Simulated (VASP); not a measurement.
OSZICAR of a VASP run on Ru$_{2}$SrAs$_{2}$ (space group I4/mmm):

File OSZICAR:
```
       N       E                     dE             d eps       ncg     rms          rms(c)
DAV:   1     0.306277914550E+03    0.30628E+03   -0.20292E+04  1944   0.111E+03
DAV:   2    -0.218502393706E+02   -0.32813E+03   -0.31612E+03  1932   0.349E+02
DAV:   3    -0.380551676070E+02   -0.16205E+02   -0.15825E+02  2284   0.685E+01
DAV:   4    -0.384928243367E+02   -0.43766E+00   -0.43473E+00  2292   0.955E+00
DAV:   5    -0.385043896364E+02   -0.11565E-01   -0.11557E-01  2180   0.143E+00    0.267E+01
DAV:   6    -0.377642644265E+02    0.74013E+00   -0.44410E+00  1848   0.142E+01    0.116E+01
DAV:   7    -0.376140834756E+02    0.15018E+00   -0.20016E+00  1880   0.883E+00    0.831E+00
DAV:   8    -0.374849787885E+02    0.12910E+00   -0.59013E-01  1916   0.532E+00    0.125E+00
DAV:   9    -0.374855588483E+02   -0.58006E-03   -0.35281E-02  2268   0.853E-01    0.382E-01
DAV:  10    -0.374847889698E+02    0.76988E-03   -0.70699E-03  1960   0.557E-01    0.113E-01
DAV:  11    -0.374847973251E+02   -0.83553E-05   -0.51062E-04  1880   0.136E-01    0.326E-02
DAV:  12    -0.374847909365E+02    0.63886E-05   -0.68531E-05  1992   0.514E-02    0.990E-03
DAV:  13    -0.374847901493E+02    0.78716E-06   -0.76184E-06  1924   0.138E-02
   1 F= -.37484790E+02 E0= -.37483288E+02  d E =-.300502E-02
```

**Question.** Which electronic solver shows in the log?

**Answer.** It is blocked Davidson (ALGO = Normal, or the opening steps of other solvers). The INCAR had ALGO = Normal.

**Question.** Can the final energy be trusted as converged?

**Answer.** The calculation finished and met its thresholds. It stopped with EDIFF = 1E-6, NELM = 100 (LDA (Ceperley-Alder, Perdew-Zunger), plane waves, VASP's LDA PAW potentials (set 64)).

The structure comes from a computed database's Ru2SrAs2 entry (I4/mmm); how it stands against other phases isn't given here. The cell was not relaxed at this level, and its volume differs by -5.9 % from the start's. The k-mesh is coarse (spacing up to 0.36 per Å, 2π included), so the numbers may not be converged in it.
